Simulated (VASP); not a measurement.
Level of theory: PBE GGA, VASP's PBE PAW potentials (set 64) (plane waves; VASP).

VASP ran on this input.

### KPOINTS
```
Automatic mesh
0
Gamma
7 7 7
0 0 0
```

**POSCAR**
```
Ga2O3
1
    4.7785959590    -2.5318614674    -0.0007336125
    4.7785959590     2.5318614674    -0.0007336125
    3.4377719604     0.0000000000     4.1745692890
Ga O
4 6
Direct
  0.8557720566   0.8557720566   0.8557720566
  0.3557720566   0.3557720566   0.3557720566
  0.1442279434   0.1442279434   0.1442279434
  0.6442279434   0.6442279434   0.6442279434
  0.4468487132   0.0531512868   0.7500000000
  0.0531512868   0.7500000000   0.4468487132
  0.5531512868   0.9468487132   0.2500000000
  0.2500000000   0.5531512868   0.9468487132
  0.9468487132   0.2500000000   0.5531512868
  0.7500000000   0.4468487132   0.0531512868
```

INCAR:
```
ALGO = Normal
CSHIFT = 0.1
EDIFF = 1E-7
ENCUT = 520
GGA = PE
ISMEAR = 0
LASPH = .True.
LCHARG = .False.
LMAXMIX = 4
LOPTICS = .True.
LREAL = .False.
LWAVE = .False.
NBANDS = 156
NEDOS = 1001
NELM = 100
PREC = Accurate
SIGMA = 0.01
SYSTEM = Ga2O3
```

POTCAR, in this order: Ga_d O (PBE.64 set). Program: vasp_std.

The run wrote:

**OSZICAR**
```
       N       E                     dE             d eps       ncg     rms          rms(c)
DAV:   1     0.924431310191E+03    0.92443E+03   -0.24030E+04 20928   0.105E+03
DAV:   2     0.848410577695E+02   -0.83959E+03   -0.67556E+03 13744   0.293E+02
DAV:   3    -0.622666020156E+02   -0.14711E+03   -0.14197E+03 15988   0.977E+01
DAV:   4    -0.678605312613E+02   -0.55939E+01   -0.55660E+01 16064   0.188E+01
DAV:   5    -0.679276656258E+02   -0.67134E-01   -0.67118E-01 16272   0.203E+00    0.171E+01
DAV:   6    -0.593524260637E+02    0.85752E+01   -0.88217E-01 21264   0.204E+01    0.432E+00
DAV:   7    -0.594625495554E+02   -0.11012E+00   -0.21680E+00 15228   0.349E+00    0.344E+00
DAV:   8    -0.594481386685E+02    0.14411E-01   -0.26038E-01 16224   0.158E+00    0.206E+00
DAV:   9    -0.593936479648E+02    0.54491E-01   -0.28325E-02 17084   0.105E+00    0.174E-01
DAV:  10    -0.593952793446E+02   -0.16314E-02   -0.10419E-02 16440   0.299E-01    0.973E-02
DAV:  11    -0.593952572600E+02    0.22085E-04   -0.45825E-04 15904   0.116E-01    0.498E-02
DAV:  12    -0.593952416060E+02    0.15654E-04   -0.41037E-05 18144   0.181E-02    0.215E-02
DAV:  13    -0.593952393462E+02    0.22598E-05   -0.56220E-06 16760   0.815E-03    0.143E-03
DAV:  14    -0.593952392793E+02    0.66875E-07   -0.62896E-07 15936   0.294E-03
   1 F= -.59395239E+02 E0= -.59395239E+02  d E =-.148182E-50
 imaginary and real dielectric function
```

### OUTCAR
```
------------------------ aborting loop because EDIFF is reached ----------------------------------------
  FORCE on cell =-STRESS in cart. coord.  units (eV):
  Direction    XX          YY          ZZ          XY          YZ          ZX
  --------------------------------------------------------------------------------------
  Total       -0.0099099      0.0776807      0.0686479     -0.0000000      0.0000000     -0.0281282
  in kB       -0.1571596      1.2319331      1.0886815     -0.0000000      0.0000000     -0.4460823
  external PRESSURE =       0.7211517 kB  Pullay stress =       0.0000000 kB
  volume of cell :      101.03
      direct lattice vectors                 reciprocal lattice vectors
     4.778595959 -2.531861467 -0.000733612     0.104620018 -0.197483159 -0.086154940
     4.778595959  2.531861467 -0.000733612     0.104620018  0.197483159 -0.086154940
     3.437771960  0.000000000  4.174569289     0.000036771  0.000000000  0.239515390
 POSITION                                       TOTAL-FORCE (eV/Angst)
 -----------------------------------------------------------------------------------
     11.12073      0.00000      3.57122         0.016135     -0.000000      0.005181
      4.62325      0.00000      1.48467         0.016135     -0.000000      0.005181
      1.87424      0.00000      0.60188        -0.016135     -0.000000     -0.005181
      8.37172      0.00000      2.68843        -0.016135     -0.000000     -0.005181
      4.96763     -0.99679      3.13056        -0.000000     -0.001343     -0.000000
      5.37410      1.76432      1.86481        -0.000356      0.000672      0.001108
      8.02734      0.99679      1.04254        -0.000000      0.001343     -0.000000
      7.09299      0.76754      3.95210        -0.000356     -0.000672      0.001108
      7.62086     -1.76432      2.30829         0.000356     -0.000672     -0.001108
      5.90198     -0.76754      0.22101         0.000356      0.000672     -0.001108
 -----------------------------------------------------------------------------------
    total drift:                               -0.000000      0.000000     -0.000000
  FREE ENERGIE OF THE ION-ELECTRON SYSTEM (eV)
  ---------------------------------------------------
  free  energy   TOTEN  =       -59.3952392793 eV

  energy  without entropy=      -59.3952392793  energy(sigma->0) =      -59.39523928

 plasma frequency squared (from intraband transitions) (eV^2)
  --------------------------------------------------------------------------------------
       0.000       0.000      -0.000
       0.000       0.000       0.000
      -0.000       0.000       0.000

 plasma frequency squared (from interband transitions, int dw w eps(2)(w)) (eV^2)
  --------------------------------------------------------------------------------------
     637.403       0.000       0.000      -0.000      -0.653       0.000
       0.000       0.000     639.436       0.000      -0.000      -0.000
      -0.653      -0.000      -0.000       0.000     639.226       0.000
```
(Selected blocks of OUTCAR.)

The dielectric response may not be converged in the k-mesh; for small gaps it tends to come out too large.

The compound is Ga2O3 in the corundum structure, the metastable α form; monoclinic β is stable. It was relaxed first, which changed the volume by +5 %.
